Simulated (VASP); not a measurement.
These are PBEsol GGA, VASP's PBE PAW potentials (set 64) (plane waves; VASP) values and carry that method's errors.

The input files of a VASP run:

INCAR:
```
# general
SYSTEM  = NbAs
PREC    = Accurate
ENCUT   = 400
LREAL   = .FALSE.
LASPH   = .TRUE.

# electronic loop
EDIFF   = 1E-6
NELM    = 100   # most electronic steps
ALGO    = Normal
LMAXMIX = 4

# smearing
ISMEAR  = 1   # Methfessel-Paxton
SIGMA   = 0.1   # width (eV)

# functional
GGA     = PS

# ions
IBRION  = 2
NSW     = 60   # most ionic steps
ISIF    = 3
EDIFFG  = -0.01   # ionic stop

# output
LWAVE   = .FALSE.
LCHARG  = .FALSE.
```

POSCAR:
```
NbAs
1
    0.0000000000     3.2678030000     3.2678030000
    3.2678030000     0.0000000000     3.2678030000
    3.2678030000     3.2678030000     0.0000000000
Nb As
1 1
Direct
  0.0000000000   0.0000000000   0.0000000000
  0.2500000000   0.2500000000   0.2500000000
```

**KPOINTS**
```
Automatic
0
Gamma
9 9 9
```

POTCAR, in this order: Nb_sv As (PBE.64 set). Program: vasp_std.

Output

**OSZICAR**
```
       N       E                     dE             d eps       ncg     rms          rms(c)
DAV:   1     0.955193312635E+02    0.95519E+02   -0.76496E+03   998   0.100E+03
DAV:   2    -0.843522780597E+01   -0.10395E+03   -0.10134E+03  1145   0.304E+02
DAV:   3    -0.149395491675E+02   -0.65043E+01   -0.63844E+01  1451   0.624E+01
DAV:   4    -0.153404061558E+02   -0.40086E+00   -0.39815E+00  1458   0.144E+01
DAV:   5    -0.153522808819E+02   -0.11875E-01   -0.11879E-01  1455   0.211E+00    0.619E+00
DAV:   6    -0.137482749216E+02    0.16040E+01   -0.99024E+00  1469   0.199E+01    0.252E+00
DAV:   7    -0.136616115511E+02    0.86663E-01   -0.87929E-01  1408   0.737E+00    0.115E+00
DAV:   8    -0.136554610614E+02    0.61505E-02   -0.65059E-02  1352   0.209E+00    0.325E-01
DAV:   9    -0.136518277651E+02    0.36333E-02   -0.13120E-02  1304   0.958E-01    0.963E-02
DAV:  10    -0.136520076435E+02   -0.17988E-03   -0.11769E-03  1347   0.238E-01    0.447E-02
DAV:  11    -0.136519880451E+02    0.19598E-04   -0.18375E-04  1474   0.115E-01    0.896E-03
DAV:  12    -0.136519889818E+02   -0.93669E-06   -0.27046E-05  1491   0.457E-02    0.645E-03
DAV:  13    -0.136519874559E+02    0.15259E-05   -0.45542E-06  1187   0.170E-02    0.124E-03
DAV:  14    -0.136519874880E+02   -0.32085E-07   -0.51563E-07   655   0.606E-03
   1 F= -.13651987E+02 E0= -.13652372E+02  d E =-.136520E+02
       N       E                     dE             d eps       ncg     rms          rms(c)
DAV:   1    -0.737503129583E+02   -0.60098E+02   -0.16958E+03   975   0.550E+02    0.611E+01
DAV:   2    -0.220193273445E+02    0.51731E+02   -0.93443E+01  1085   0.136E+02    0.209E+01
DAV:   3    -0.143073435103E+02    0.77120E+01   -0.65614E+01  1710   0.841E+01    0.182E+01
DAV:   4    -0.160672563234E+02   -0.17599E+01   -0.21455E+01  1510   0.521E+01    0.716E+00
DAV:   5    -0.147009024229E+02    0.13664E+01   -0.32781E+00  1700   0.218E+01    0.284E+00
DAV:   6    -0.146030522838E+02    0.97850E-01   -0.40909E+00  1719   0.210E+01    0.345E+00
DAV:   7    -0.145638922299E+02    0.39160E-01   -0.17524E-01  1405   0.448E+00    0.218E+00
DAV:   8    -0.145848492511E+02   -0.20957E-01   -0.16380E-01  1233   0.448E+00    0.122E+00
DAV:   9    -0.145712008956E+02    0.13648E-01   -0.27526E-02  1501   0.172E+00    0.773E-02
DAV:  10    -0.145714357880E+02   -0.23489E-03   -0.26037E-03  1235   0.431E-01    0.438E-02
DAV:  11    -0.145715097805E+02   -0.73992E-04   -0.12750E-04  1270   0.155E-01    0.758E-02
DAV:  12    -0.145714641286E+02    0.45652E-04   -0.79221E-05  1445   0.635E-02    0.537E-02
DAV:  13    -0.145714611669E+02    0.29617E-05   -0.13867E-05  1144   0.472E-02    0.232E-02
DAV:  14    -0.145714599533E+02    0.12137E-05   -0.86427E-06  1466   0.319E-02    0.377E-03
DAV:  15    -0.145714599468E+02    0.64435E-08   -0.21049E-07   550   0.672E-03
   2 F= -.14571460E+02 E0= -.14571113E+02  d E =-.919472E+00
       N       E                     dE             d eps       ncg     rms          rms(c)
DAV:   1    -0.224545813951E+02   -0.78831E+01   -0.20303E+02  1130   0.210E+02    0.157E+01
DAV:   2    -0.168654366567E+02    0.55891E+01   -0.49488E+01  1485   0.830E+01    0.923E+00
DAV:   3    -0.154597673393E+02    0.14057E+01   -0.23347E+00  1234   0.118E+01    0.418E+00
DAV:   4    -0.152411575326E+02    0.21861E+00   -0.24364E+00  1498   0.102E+01    0.194E+00
DAV:   5    -0.152622300679E+02   -0.21073E-01   -0.11536E-01  1118   0.277E+00    0.158E+00
DAV:   6    -0.153381347662E+02   -0.75905E-01   -0.84878E-02  1631   0.276E+00    0.584E-01
DAV:   7    -0.153405686918E+02   -0.24339E-02   -0.30732E-02  1732   0.168E+00    0.193E-01
DAV:   8    -0.153406315542E+02   -0.62862E-04   -0.69592E-04  1174   0.225E-01    0.194E-01
DAV:   9    -0.153403275149E+02    0.30404E-03   -0.94815E-04  1186   0.390E-01    0.204E-01
DAV:  10    -0.153405442095E+02   -0.21669E-03   -0.38369E-04  1338   0.151E-01    0.161E-01
DAV:  11    -0.153405544356E+02   -0.10226E-04   -0.37225E-05  1271   0.819E-02    0.123E-01
DAV:  12    -0.153405209486E+02    0.33487E-04   -0.81717E-05   970   0.113E-01    0.418E-02
DAV:  13    -0.153405208871E+02    0.61536E-07   -0.94000E-05  1560   0.951E-02    0.256E-02
DAV:  14    -0.153405185102E+02    0.23769E-05   -0.45364E-06   945   0.260E-02    0.145E-02
DAV:  15    -0.153405170750E+02    0.14352E-05   -0.17830E-06   556   0.164E-02    0.421E-03
DAV:  16    -0.153405170996E+02   -0.24549E-07   -0.41516E-07   495   0.115E-02
   3 F= -.15340517E+02 E0= -.15340541E+02  d E =-.168853E+01
       N       E                     dE             d eps       ncg     rms          rms(c)
DAV:   1    -0.153526880160E+02   -0.12171E-01   -0.29952E-01  1120   0.782E+00    0.717E-01
DAV:   2    -0.153428825498E+02    0.98055E-02   -0.42069E-02  1301   0.257E+00    0.255E-01
DAV:   3    -0.153416069978E+02    0.12756E-02   -0.35740E-03  1528   0.515E-01    0.884E-02
DAV:   4    -0.153416373883E+02   -0.30390E-04   -0.11925E-03  1687   0.248E-01    0.637E-02
DAV:   5    -0.153417321827E+02   -0.94794E-04   -0.97822E-05  1360   0.912E-02    0.350E-02
DAV:   6    -0.153417954963E+02   -0.63314E-04   -0.19920E-04  1668   0.934E-02    0.118E-02
DAV:   7    -0.153417958107E+02   -0.31444E-06   -0.55123E-06  1040   0.263E-02
   4 F= -.15341796E+02 E0= -.15341826E+02  d E =-.168981E+01
       N       E                     dE             d eps       ncg     rms          rms(c)
DAV:   1    -0.153524179704E+02   -0.10622E-01   -0.31314E-01  1130   0.801E+00    0.735E-01
DAV:   2    -0.153422091915E+02    0.10209E-01   -0.43810E-02  1298   0.263E+00    0.261E-01
DAV:   3    -0.153408891414E+02    0.13201E-02   -0.38285E-03  1563   0.538E-01    0.904E-02
DAV:   4    -0.153409237287E+02   -0.34587E-04   -0.11759E-03  1653   0.243E-01    0.641E-02
DAV:   5    -0.153410371560E+02   -0.11343E-03   -0.13905E-04  1500   0.107E-01    0.324E-02
DAV:   6    -0.153410888194E+02   -0.51663E-04   -0.16184E-04  1623   0.828E-02    0.878E-03
DAV:   7    -0.153410889419E+02   -0.12247E-06   -0.50789E-06  1087   0.253E-02
   5 F= -.15341089E+02 E0= -.15341127E+02  d E =-.168910E+01
       N       E                     dE             d eps       ncg     rms          rms(c)
DAV:   1    -0.153746810032E+02   -0.33592E-01   -0.93105E-01  1130   0.138E+01    0.124E+00
DAV:   2    -0.153447547740E+02    0.29926E-01   -0.13761E-01  1332   0.463E+00    0.455E-01
DAV:   3    -0.153406409579E+02    0.41138E-02   -0.99197E-03  1500   0.867E-01    0.158E-01
DAV:   4    -0.153406051866E+02    0.35771E-04   -0.43093E-03  1655   0.465E-01    0.114E-01
DAV:   5    -0.153408063664E+02   -0.20118E-03   -0.22672E-04  1152   0.136E-01    0.736E-02
DAV:   6    -0.153410282864E+02   -0.22192E-03   -0.73794E-04  1767   0.192E-01    0.215E-02
DAV:   7    -0.153410255834E+02    0.27031E-05   -0.15617E-05  1045   0.388E-02    0.770E-03
DAV:   8    -0.153410248743E+02    0.70911E-06   -0.16080E-06   650   0.124E-02
   6 F= -.15341025E+02 E0= -.15341050E+02  d E =0.640676E-04
       N       E                     dE             d eps       ncg     rms          rms(c)
DAV:   1    -0.153506279579E+02   -0.96024E-02   -0.24299E-01  1130   0.705E+00    0.645E-01
DAV:   2    -0.153426936276E+02    0.79343E-02   -0.34168E-02  1306   0.232E+00    0.229E-01
DAV:   3    -0.153416639398E+02    0.10297E-02   -0.28752E-03  1528   0.463E-01    0.796E-02
DAV:   4    -0.153416905362E+02   -0.26596E-04   -0.98532E-04  1709   0.225E-01    0.579E-02
DAV:   5    -0.153417646666E+02   -0.74130E-04   -0.68649E-05  1293   0.776E-02    0.328E-02
DAV:   6    -0.153418201588E+02   -0.55492E-04   -0.16654E-04  1660   0.870E-02    0.107E-02
DAV:   7    -0.153418205063E+02   -0.34749E-06   -0.47809E-06  1055   0.238E-02
   7 F= -.15341821E+02 E0= -.15341852E+02  d E =-.731564E-03
```

### OUTCAR
```
------------------------ aborting loop because EDIFF is reached ----------------------------------------
  FORCE on cell =-STRESS in cart. coord.  units (eV):
  Direction    XX          YY          ZZ          XY          YZ          ZX
  --------------------------------------------------------------------------------------
  Total       -0.0047727     -0.0047727     -0.0047727      0.0000000     -0.0000000     -0.0000000
  in kB       -0.1611248     -0.1611248     -0.1611248      0.0000000     -0.0000000     -0.0000000
  external PRESSURE =      -0.1611248 kB  Pullay stress =       0.0000000 kB
  volume of cell :       47.46
      direct lattice vectors                 reciprocal lattice vectors
     0.000000000  2.873600606  2.873600606    -0.173997736  0.173997736  0.173997736
     2.873600606  0.000000000  2.873600606     0.173997736 -0.173997736  0.173997736
     2.873600606  2.873600606 -0.000000000     0.173997736  0.173997736 -0.173997736
 POSITION                                       TOTAL-FORCE (eV/Angst)
 -----------------------------------------------------------------------------------
      0.00000      0.00000      0.00000         0.000000      0.000000      0.000000
      1.43680      1.43680      1.43680        -0.000000     -0.000000     -0.000000
 -----------------------------------------------------------------------------------
    total drift:                                0.000000      0.000000      0.000000
  FREE ENERGIE OF THE ION-ELECTRON SYSTEM (eV)
  ---------------------------------------------------
  free  energy   TOTEN  =       -15.3418205063 eV

  energy  without entropy=      -15.3419152966  energy(sigma->0) =      -15.34185210

 reached required accuracy - stopping structural energy minimisation
```
(Selected blocks of OUTCAR.)

### CONTCAR
```
NbAs
   1.00000000000000
     0.0000000000000000    2.8736006055928005    2.8736006055928005
     2.8736006055928005    0.0000000000000000    2.8736006055928005
     2.8736006055928005    2.8736006055928005   -0.0000000000000000
  Nb              As
     1     1
Direct
     0.0000000000000000    0.0000000000000000    0.0000000000000000
     0.2500000000000000    0.2500000000000000    0.2500000000000000
```

### OUTCAR
```
 val. band max:        6.0113948687   @ k =   0.4444   0.1111   0.0000

 cond. band min:       6.0363695174   @ k =   0.0000   0.0000   0.0000


 Fermi energy:         6.0266468338

 k-point     1 :       0.0000    0.0000    0.0000
  band No.  band energies     occupation
      1     -49.2933      2.00000
      2     -25.3949      2.00000
      3     -25.3949      2.00000
      4     -25.3949      2.00000
      5      -5.8363      2.00000
      6       2.5029      2.00000
      7       2.5029      2.00000
      8       2.5029      2.00000
      9       6.0364      0.83630
     10       6.0364      0.83630
     11       8.3376      0.00000
     12      11.7362      0.00000
     13      11.7362      0.00000

 k-point     2 :       0.1111    0.0000    0.0000
  band No.  band energies     occupation
      1     -49.2928      2.00000
      2     -25.4044      2.00000
      3     -25.3963      2.00000
      4     -25.3963      2.00000
      5      -5.7349      2.00000
      6       2.3271      2.00000
      7       2.5668      2.00000
      8       2.5668      2.00000
      9       5.9851      1.64026
     10       5.9851      1.64026
     11       8.7405      0.00000
     12      11.1325      0.00000
     13      11.6604      0.00000

 k-point     3 :       0.2222    0.0000    0.0000
  band No.  band energies     occupation
      1     -49.2914      2.00000
      2     -25.4281      2.00000
      3     -25.3999      2.00000
      4     -25.3999      2.00000
      5      -5.4705      2.00000
      6       1.9985      2.00000
      7       2.7152      2.00000
      8       2.7152      2.00000
      9       5.9427      1.99903
     10       5.9427      1.99903
     11       9.0198      0.00000
     12      10.3531      0.00000
     13      11.1700      0.00000

 k-point     4 :       0.3333    0.0000    0.0000
  band No.  band energies     occupation
      1     -49.2899      2.00000
      2     -25.4549      2.00000
      3     -25.4039      2.00000
...
```

Energy and stress use the plane-wave basis of the starting cell.

The structure was generated: NbAs was put into the zinc blende type (F-43m), which need not be its known phase. This run relaxes it. Symmetry was kept, so distortions that lower it aren't found.
